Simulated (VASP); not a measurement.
# CuWO4: structure and properties in VASP, part 5 of 7

Wanted: the relaxed cell of CuWO4 and its properties. The start is a cell from a database of measured crystal structures.

VASP 6.6.1; PBEsol, no spin polarisation; plane waves and PAW (Cu, W, O).

Still holding for the runs below: This run has no spin polarisation, although Cu and W can carry a moment. The k-mesh is coarse for a metal. Oxides and halides of Cu are often magnetic insulators, and a metal at this level, without U or exact exchange, may be an artefact.

So far. Step 5 (Band structure (PBEsol)): There is no gap at this level. Step 6 (Total and projected DOS (PBEsol)): The finer mesh and the other smearing move the Fermi level by +0.00 eV from the 4×4×4 run, a small shift, which tests the Fermi level alone. Of the states within 0.3 eV of the Fermi level, the largest shares in the PAW spheres are Cu d 55 %, O p 28 % and W d 7 %. The rest lies in smaller channels or between the spheres.

## 7. Volume scan with PBEsol, volume scale 0.94

An equation of state needs energies on both sides of the minimum, all on one mesh and cutoff.

INCAR reads:

```
SYSTEM = CuWO4
PREC = Accurate
ENCUT = 520
EDIFF = 1E-06
NELM = 100
ISMEAR = 0
SIGMA = 0.05
LREAL = .FALSE.
ALGO = Normal
GGA = PS
NBANDS = 53
LASPH = .TRUE.
LORBIT = 11
LWAVE = .FALSE.
LCHARG = .FALSE.
KPAR = 8
ISIF = 2
```

POSCAR reads:

```
CuWO4
1.0
    4.5652342815      0.0220876332      0.0010149519
    0.2244652644      4.7787246410      0.0404685575
    0.7130105866      0.1835150300      5.6941466811
Cu W O
2 2 8
Direct
    0.4966708788      0.7470917319      0.6588240137
    0.5033291212      0.2529082681      0.3411759863
    0.0146533526      0.7473267326      0.1709556044
    0.9853466474      0.2526732674      0.8290443956
    0.2507401092      0.5716439225      0.3544149474
    0.7492598908      0.4283560775      0.6455850526
    0.2162726828      0.5719430978      0.8807160308
    0.7837273172      0.4280569022      0.1192839692
    0.7280923485      0.9067663981      0.3815420536
    0.2719076515      0.0932336019      0.6184579464
    0.7802109876      0.9434747829      0.9111386682
    0.2197890124      0.0565252171      0.0888613318
```

KPOINTS reads:

```
Automatic mesh
0
Gamma
4 4 4
0 0 0
```

Potentials, in the order of the species: Cu, W and O (PBE family, release 64).

Launch:

```
mpirun -np 8 vasp_std
```

What it wrote:

```text
[... set-up lines as in an earlier step ...]
 entering main loop
       N       E                     dE             d eps       ncg     rms          rms(c)
DAV:   1     0.105454587745E+04    0.10545E+04   -0.38166E+04  3816   0.190E+03
DAV:   2     0.649324063740E+02   -0.98961E+03   -0.90739E+03  4253   0.514E+02
DAV:   3    -0.107379518458E+03   -0.17231E+03   -0.16468E+03  4775   0.225E+02
DAV:   4    -0.118132297267E+03   -0.10753E+02   -0.10566E+02  5696   0.610E+01
DAV:   5    -0.118417683401E+03   -0.28539E+00   -0.28399E+00  5296   0.924E+00    0.836E+01
DAV:   6    -0.101206217004E+03    0.17211E+02   -0.13655E+02  5720   0.128E+02    0.293E+01
DAV:   7    -0.986753360399E+02    0.25309E+01   -0.40646E+01  4816   0.233E+02    0.253E+01
DAV:   8    -0.971602058202E+02    0.15151E+01   -0.28532E+01  5592   0.739E+01    0.209E+01
DAV:   9    -0.964458323990E+02    0.71437E+00   -0.40306E+00  5800   0.214E+01    0.458E+00
DAV:  10    -0.963763343923E+02    0.69498E-01   -0.23139E-01  6088   0.717E+00    0.958E-01
DAV:  11    -0.963656735586E+02    0.10661E-01   -0.96658E-02  5944   0.411E+00    0.460E-01
DAV:  12    -0.963639528401E+02    0.17207E-02   -0.10072E-02  5896   0.889E-01    0.627E-01
DAV:  13    -0.963632580162E+02    0.69482E-03   -0.37692E-03  5912   0.844E-01    0.326E-01
DAV:  14    -0.963629575212E+02    0.30050E-03   -0.82055E-04  5656   0.257E-01    0.110E-01
DAV:  15    -0.963629375704E+02    0.19951E-04   -0.43999E-04  6232   0.296E-01    0.277E-02
DAV:  16    -0.963629286575E+02    0.89130E-05   -0.75378E-05  6336   0.128E-01    0.525E-02
DAV:  17    -0.963629264110E+02    0.22465E-05   -0.16016E-05  5592   0.328E-02    0.292E-02
DAV:  18    -0.963629241683E+02    0.22427E-05   -0.14693E-06  2496   0.357E-02    0.762E-03
DAV:  19    -0.963629241199E+02    0.48398E-07   -0.17527E-06  2584   0.932E-03
   1 F= -.96362924E+02 E0= -.96359636E+02  d E =-.657587E-02
```

Elapsed: 68 s, on 8 MPI ranks of AMD EPYC 7R43, shared host; peak memory 2.9 GiB; 8.9 min of CPU time.

OUTCAR, selected parts (step 7):

```text
   ENCUT  =  520.0 eV  38.22 Ry    6.18 a.u.   8.49  8.90 10.68*2*pi/ulx,y,z

   NELECT =      82.0000    total number of electrons

 E-fermi :   4.3159

 k-point     1 :       0.0000    0.0000    0.0000
  band No.  band energies     occupation
    ...
     38       3.1606      2.00000
     39       3.2044      2.00000
     40       3.7583      2.00000
     41       3.7717      2.00000
     42       4.3112      1.10603
     43       6.6608      0.00000
     44       6.9758      0.00000
     45       7.3651      0.00000
     46       7.6114      0.00000
     47       7.9033      0.00000
    ...

  Total       13.3599109     15.0713072     12.8287316     -0.9916652     -1.1939606     -1.0452606
  in kB      172.4000636    194.4844043    165.5455757    -12.7967280    -15.4072053    -13.4883385
  external PRESSURE =     177.4766812 kB  Pullay stress =       0.0000000 kB

 POSITION                                       TOTAL-FORCE (eV/Angst)
 -----------------------------------------------------------------------------------
      2.90486      3.70202      3.78218         0.033248      0.114721      0.014005
      2.59785      1.28231      1.95345        -0.033248     -0.114721     -0.014005
      0.35654      3.60297      1.00370        -0.479823     -0.173439     -0.238528
      5.14617      1.38136      4.73193         0.479823      0.173439      0.238528
      1.52570      2.80231      2.04148         0.915442     -0.492849      1.007380
      3.97701      2.18202      3.69415        -0.915442      0.492849     -1.007380
      1.74368      2.89956      5.03829         0.679580      0.245739     -0.308346
      3.75903      2.08477      0.69734        -0.679580     -0.245739      0.308346
      3.79949      4.41929      2.20999        -0.478491      0.418266      0.682398
      1.70322      0.56504      3.52564         0.478491     -0.418266     -0.682398
      4.42327      4.69305      5.22713        -1.134636     -0.995785      0.018726
      1.07944      0.29128      0.50850         1.134636      0.995785     -0.018726
 -----------------------------------------------------------------------------------
    total drift:                                0.000000     -0.000000      0.000000

  FREE ENERGIE OF THE ION-ELECTRON SYSTEM (eV)
  ---------------------------------------------------
  free  energy   TOTEN  =       -96.3629241199 eV

  energy  without entropy=      -96.3563482512  energy(sigma->0) =      -96.35963619

[... 3 parts as in an earlier step ...]

[... 13 further parts left out ...]
```

The scan keeps the cell's shape and the fractional positions fixed.

Numbers from this step:

```yaml
scf_cycles: 19
bands: 53
irreducible_k_points: 36
free_energy_toten: -96.3629 eV
energy_at_zero_smearing: -96.3596 eV
fermi_energy: 4.316 eV
pressure: 17.75 GPa
```

Force by atom:

| atom | x (eV/Å) | y (eV/Å) | z (eV/Å) | size |
| --- | --- | --- | --- | --- |
| Cu1 | 0.03 | 0.11 | 0.01 | 0.12 |
| Cu2 | -0.03 | -0.11 | -0.01 | 0.12 |
| W3 | -0.48 | -0.17 | -0.24 | 0.56 |
| W4 | 0.48 | 0.17 | 0.24 | 0.56 |
| O5 | 0.92 | -0.49 | 1.01 | 1.45 |
| O6 | -0.92 | 0.49 | -1.01 | 1.45 |
| O7 | 0.68 | 0.25 | -0.31 | 0.79 |
| O8 | -0.68 | -0.25 | 0.31 | 0.79 |
| O9 | -0.48 | 0.42 | 0.68 | 0.93 |
| O10 | 0.48 | -0.42 | -0.68 | 0.93 |
| O11 | -1.13 | -1.00 | 0.02 | 1.51 |
| O12 | 1.13 | 1.00 | -0.02 | 1.51 |

The pressure here is 17.75 GPa.

## 8. Volume scan with PBEsol, volume scale 0.96

INCAR is that of step 7.

POSCAR, as its differences from that of step 7:

```diff
@@ -2,5 +2,5 @@
 1.0
-    4.5652342815      0.0220876332      0.0010149519
-    0.2244652644      4.7787246410      0.0404685575
-    0.7130105866      0.1835150300      5.6941466811
+    4.5973848780      0.0222431851      0.0010220997
+    0.2260460578      4.8123787403      0.0407535567
+    0.7180319533      0.1848074319      5.7342476268
 Cu W O
```

KPOINTS is that of step 7.

Launch:

```
mpirun -np 8 vasp_std
```

What it wrote:

```text
[... set-up lines as in an earlier step ...]
 entering main loop
       N       E                     dE             d eps       ncg     rms          rms(c)
DAV:   1     0.104571890227E+04    0.10457E+04   -0.38108E+04  3832   0.189E+03
DAV:   2     0.632099357172E+02   -0.98251E+03   -0.90139E+03  4274   0.512E+02
DAV:   3    -0.107692946588E+03   -0.17090E+03   -0.16339E+03  4696   0.223E+02
DAV:   4    -0.118557272971E+03   -0.10864E+02   -0.10643E+02  5824   0.615E+01
DAV:   5    -0.118819576249E+03   -0.26230E+00   -0.26089E+00  5256   0.886E+00    0.805E+01
DAV:   6    -0.101566040957E+03    0.17254E+02   -0.13744E+02  5720   0.127E+02    0.280E+01
DAV:   7    -0.986668223547E+02    0.28992E+01   -0.39513E+01  4848   0.226E+02    0.246E+01
DAV:   8    -0.973914869371E+02    0.12753E+01   -0.27044E+01  5544   0.707E+01    0.201E+01
DAV:   9    -0.966814193962E+02    0.71007E+00   -0.39340E+00  5864   0.210E+01    0.454E+00
DAV:  10    -0.966149875431E+02    0.66432E-01   -0.23384E-01  6056   0.663E+00    0.903E-01
DAV:  11    -0.966073376315E+02    0.76499E-02   -0.91487E-02  5856   0.367E+00    0.449E-01
DAV:  12    -0.966055294876E+02    0.18081E-02   -0.82002E-03  6008   0.910E-01    0.565E-01
DAV:  13    -0.966049629502E+02    0.56654E-03   -0.37954E-03  5952   0.783E-01    0.339E-01
DAV:  14    -0.966046463197E+02    0.31663E-03   -0.79882E-04  5664   0.253E-01    0.895E-02
DAV:  15    -0.966046362411E+02    0.10079E-04   -0.46414E-04  6248   0.281E-01    0.326E-02
DAV:  16    -0.966046259177E+02    0.10323E-04   -0.76308E-05  6216   0.123E-01    0.484E-02
DAV:  17    -0.966046238544E+02    0.20633E-05   -0.14940E-05  5576   0.295E-02    0.253E-02
DAV:  18    -0.966046221851E+02    0.16693E-05   -0.95799E-07  2480   0.243E-02    0.798E-03
DAV:  19    -0.966046220847E+02    0.10032E-06   -0.16017E-06  2448   0.804E-03
   1 F= -.96604622E+02 E0= -.96601387E+02  d E =-.646996E-02
```

Elapsed: 69 s, on 8 MPI ranks; peak memory 2.9 GiB; 9 min of CPU time.

Parts of OUTCAR (step 8):

```text
   ENCUT  =  520.0 eV  38.22 Ry    6.18 a.u.   8.55  8.96 10.75*2*pi/ulx,y,z

   NELECT =      82.0000    total number of electrons

 E-fermi :   4.0455

 k-point     1 :       0.0000    0.0000    0.0000
  band No.  band energies     occupation
    ...
     38       2.9418      2.00000
     39       2.9789      2.00000
     40       3.5076      2.00000
     41       3.5156      2.00000
     42       4.0361      1.21028
     43       6.3635      0.00000
     44       6.6615      0.00000
     45       7.0269      0.00000
     46       7.2755      0.00000
     47       7.5587      0.00000
    ...

  Total        8.5976439      9.7099011      8.2565752     -0.6367203     -0.7608603     -0.6711152
  in kB      108.6350408    122.6889045    104.3254871     -8.0452430     -9.6138077     -8.4798386
  external PRESSURE =     111.8831441 kB  Pullay stress =       0.0000000 kB

 POSITION                                       TOTAL-FORCE (eV/Angst)
 -----------------------------------------------------------------------------------
      2.92532      3.72809      3.80881         0.021425      0.073147      0.008486
      2.61614      1.29134      1.96721        -0.021425     -0.073147     -0.008486
      0.35905      3.62834      1.01077        -0.309811     -0.109379     -0.154804
      5.18241      1.39109      4.76525         0.309811      0.109379      0.154804
      1.53645      2.82204      2.05586         0.586688     -0.317244      0.646078
      4.00501      2.19739      3.72017        -0.586688      0.317244     -0.646078
      1.75596      2.91998      5.07377         0.433292      0.158414     -0.199401
      3.78551      2.09945      0.70225        -0.433292     -0.158414      0.199401
      3.82625      4.45041      2.22555        -0.306775      0.267644      0.438247
      1.71521      0.56902      3.55047         0.306775     -0.267644     -0.438247
      4.45443      4.72610      5.26394        -0.726050     -0.638114      0.014090
      1.08704      0.29333      0.51208         0.726050      0.638114     -0.014090
 -----------------------------------------------------------------------------------
    total drift:                                0.000000     -0.000000      0.000000

  FREE ENERGIE OF THE ION-ELECTRON SYSTEM (eV)
  ---------------------------------------------------
  free  energy   TOTEN  =       -96.6046220847 eV

  energy  without entropy=      -96.5981521252  energy(sigma->0) =      -96.60138710

[... 3 parts as in an earlier step ...]

[... 13 further parts left out ...]
```

This step gave:

```yaml
free_energy_toten: -96.6046 eV
energy_at_zero_smearing: -96.6014 eV
fermi_energy: 4.045 eV
pressure: 11.19 GPa
```

Force by atom:

```
atom  x (eV/Å)  y (eV/Å)  z (eV/Å)   size
 Cu1     0.021     0.073     0.008  0.077
 Cu2    -0.021    -0.073    -0.008  0.077
  W3    -0.310    -0.109    -0.155  0.363
  W4     0.310     0.109     0.155  0.363
  O5     0.587    -0.317     0.646  0.929
  O6    -0.587     0.317    -0.646  0.929
  O7     0.433     0.158    -0.199  0.503
  O8    -0.433    -0.158     0.199  0.503
  O9    -0.307     0.268     0.438  0.598
 O10     0.307    -0.268    -0.438  0.598
 O11    -0.726    -0.638     0.014  0.967
 O12     0.726     0.638    -0.014  0.967
```

The pressure falls from 17.75 to 11.19 GPa.

The run ends at a pressure of 11.19 GPa, with forces up to 0.97 eV/Å.

## 9. Volume scan with PBEsol, volume scale 0.98

INCAR is that of step 8.

POSCAR, as its differences from that of step 8:

```diff
@@ -2,5 +2,5 @@
 1.0
-    4.5973848780      0.0222431851      0.0010220997
-    0.2260460578      4.8123787403      0.0407535567
-    0.7180319533      0.1848074319      5.7342476268
+    4.6290919826      0.0223965912      0.0010291489
+    0.2276050454      4.8455686080      0.0410346246
+    0.7229840543      0.1860820062      5.7737954119
 Cu W O
```

KPOINTS is that of step 8.

Launch:

```
mpirun -np 8 vasp_std
```

What it wrote:

```text
[... set-up lines as in an earlier step ...]
 entering main loop
       N       E                     dE             d eps       ncg     rms          rms(c)
DAV:   1     0.104144092137E+04    0.10414E+04   -0.38038E+04  3816   0.187E+03
DAV:   2     0.671973016399E+02   -0.97424E+03   -0.89607E+03  4237   0.509E+02
DAV:   3    -0.107845710665E+03   -0.17504E+03   -0.16718E+03  4882   0.223E+02
DAV:   4    -0.118843741686E+03   -0.10998E+02   -0.10804E+02  5720   0.614E+01
[...]
DAV:  17    -0.967439617375E+02    0.28279E-05   -0.10927E-05  5536   0.339E-02    0.193E-02
DAV:  18    -0.967439606049E+02    0.11326E-05   -0.85113E-07  2528   0.141E-02    0.708E-03
DAV:  19    -0.967439604678E+02    0.13707E-06   -0.13081E-06  2443   0.945E-03
   1 F= -.96743960E+02 E0= -.96740747E+02  d E =-.642775E-02
```

It took 70 s on 8 MPI ranks; peak memory 3 GiB; 9.1 min of CPU time.

Parts of OUTCAR (step 9):

```text
  Total        4.1772105      4.7297416      4.0172590     -0.3047513     -0.3559349     -0.3211350
  in kB       51.7037442     58.5427412     49.7239334     -3.7720825     -4.4056113     -3.9748736
  external PRESSURE =      53.3234729 kB  Pullay stress =       0.0000000 kB

 POSITION                                       TOTAL-FORCE (eV/Angst)
 -----------------------------------------------------------------------------------
      2.94550      3.75380      3.83508         0.010607      0.036420      0.002858
      2.63418      1.30024      1.98078        -0.010607     -0.036420     -0.002858
      0.36153      3.65336      1.01774        -0.151552     -0.050432     -0.073465
      5.21816      1.40068      4.79812         0.151552      0.050432      0.073465
      1.54704      2.84151      2.07003         0.281399     -0.152925      0.311529
      4.03264      2.21254      3.74582        -0.281399      0.152925     -0.311529
      1.76807      2.94012      5.10877         0.207175      0.076880     -0.098798
      3.81161      2.11393      0.70709        -0.207175     -0.076880      0.098798
      3.85264      4.48110      2.24090        -0.146614      0.127654      0.211973
      1.72704      0.57294      3.57496         0.146614     -0.127654     -0.211973
      4.48515      4.75869      5.30025        -0.348992     -0.305928      0.008534
      1.09453      0.29535      0.51561         0.348992      0.305928     -0.008534
 -----------------------------------------------------------------------------------
    total drift:                                0.000000     -0.000000      0.000000

  FREE ENERGIE OF THE ION-ELECTRON SYSTEM (eV)
  ---------------------------------------------------
  free  energy   TOTEN  =       -96.7439604678 eV

  energy  without entropy=      -96.7375327143  energy(sigma->0) =      -96.74074659

[... 1 part as in an earlier step ...]

[... 2 further parts left out ...]
[key lines of the parts left out:]
E-fermi :   3.7858
```

The pressure falls from 11.19 to 5.33 GPa.

The run ends at a pressure of 5.33 GPa, with forces up to 0.46 eV/Å.

## 10. Volume scan with PBEsol, volume scale 1

INCAR is that of step 9.

POSCAR, as its differences from that of step 9:

```diff
@@ -2,5 +2,5 @@
 1.0
-    4.6290919826      0.0223965912      0.0010291489
-    0.2276050454      4.8455686080      0.0410346246
-    0.7229840543      0.1860820062      5.7737954119
+    4.6603705799      0.0225479241      0.0010361028
+    0.2291429640      4.8783099296      0.0413118940
+    0.7278692299      0.1873393552      5.8128087265
 Cu W O
```

KPOINTS is that of step 9.

Launch:

```
mpirun -np 8 vasp_std
```

What it wrote:

```text
[... set-up lines as in an earlier step ...]
 entering main loop
       N       E                     dE             d eps       ncg     rms          rms(c)
DAV:   1     0.102713064074E+04    0.10271E+04   -0.38023E+04  3824   0.186E+03
DAV:   2     0.629040755744E+02   -0.96423E+03   -0.88615E+03  4258   0.501E+02
DAV:   3    -0.108079474181E+03   -0.17098E+03   -0.16375E+03  4781   0.221E+02
DAV:   4    -0.119141209689E+03   -0.11062E+02   -0.10839E+02  5896   0.615E+01
[...]
DAV:  16    -0.967916540686E+02    0.31712E-05   -0.39910E-05  5680   0.610E-02    0.472E-02
DAV:  17    -0.967916503465E+02    0.37221E-05   -0.36336E-06  3328   0.386E-02    0.151E-02
DAV:  18    -0.967916498210E+02    0.52551E-06   -0.60062E-06  3958   0.122E-02
   1 F= -.96791650E+02 E0= -.96788426E+02  d E =-.644783E-02
```

The job ended after 67 s (8 MPI ranks; peak memory 3 GiB; 8.8 min of CPU time).

From OUTCAR (step 10):

```text
  Total        0.0188946      0.0521968      0.0335043      0.0054872      0.0216373      0.0044511
  in kB        0.2291920      0.6331488      0.4064079      0.0665598      0.2624615      0.0539921
  external PRESSURE =       0.4229162 kB  Pullay stress =       0.0000000 kB

 POSITION                                       TOTAL-FORCE (eV/Angst)
 -----------------------------------------------------------------------------------
      2.96540      3.77917      3.86100         0.001078      0.003519     -0.002815
      2.65198      1.30903      1.99416        -0.001078     -0.003519      0.002815
      0.36397      3.67805      1.02462        -0.004142      0.004375      0.004543
      5.25341      1.41015      4.83054         0.004142     -0.004375     -0.004543
      1.55750      2.86071      2.08402        -0.002394      0.000654      0.002051
      4.05989      2.22749      3.77113         0.002394     -0.000654     -0.002051
      1.78001      2.95998      5.14329        -0.001446      0.000715     -0.005263
      3.83737      2.12821      0.71187         0.001446     -0.000715      0.005263
      3.87867      4.51138      2.25605         0.003587     -0.002712      0.001907
      1.73871      0.57681      3.59911        -0.003587      0.002712     -0.001907
      4.51545      4.79085      5.33606        -0.000267      0.002226      0.002784
      1.10193      0.29735      0.51910         0.000267     -0.002226     -0.002784
 -----------------------------------------------------------------------------------
    total drift:                                0.000000     -0.000000      0.000000

  FREE ENERGIE OF THE ION-ELECTRON SYSTEM (eV)
  ---------------------------------------------------
  free  energy   TOTEN  =       -96.7916498210 eV

  energy  without entropy=      -96.7852019883  energy(sigma->0) =      -96.78842590

[... 2 parts as in an earlier step ...]

[... 1 further part left out ...]
[key lines of the parts left out:]
E-fermi :   3.5363
```

The pressure falls from 5.33 to 0.04 GPa.

The run ends at a pressure of 0.04 GPa, with forces up to 0.0075 eV/Å.

(Continued in part 6 of 7.)

[Lines on the potential files, build, host, timing and source positions are cut from VASP's logs without a mark.]

[Logs are printed without paths, hosts, clocks, repeated set-up lines and the standing remarks that a program may print on its own settings, such as how far it seeks lower states.]

[Hosts, paths, dates, database ids (printed as entryN), source tags and the programs' standing remarks are cut or masked in the printed files.]

[A measured line is paired with the nearest computed mode of its activity, which favours agreement.]
